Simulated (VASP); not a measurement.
```
CELL_PARAMETERS angstrom
      4.45359     0.00000     0.00000
      0.00000     4.45359     0.00000
      0.00000     0.00000     2.97504
ATOMIC_POSITIONS crystal
  Mg 0.00000 0.00000 0.00000
  Mg 0.50000 0.50000 0.50000
  H  0.30404 0.30404 0.00000
  H  0.80404 0.19596 0.50000
  H  0.19596 0.80404 0.50000
  H  0.69596 0.69596 0.00000
```

Computed with PBE GGA with D3 dispersion (zero damping), VASP's PBE PAW potentials (set 64) (plane waves; VASP 6.6.1). Settings: 520 eV cut-off, 6×6×8 Γ-centred mesh, tetrahedra with Blöchl corrections, potentials Mg H.

The cores are frozen, which limits the accuracy of field gradients.

Question: Give the principal components of the electric field gradient (V/Å²) and the asymmetry η at each nucleus.

Answer: 
```tsv
atom	Vxx	Vyy	Vzz	η
Mg1	-5.8	-0.1	5.9	0.97
Mg2	-5.8	-0.1	5.9	0.97
H3	4.6	1.1	-5.6	0.62
H4	4.6	1.1	-5.6	0.62
H5	4.6	1.1	-5.6	0.62
H6	4.6	1.1	-5.6	0.62
```

The compound is MgH2 in the rutile structure. It was relaxed first.
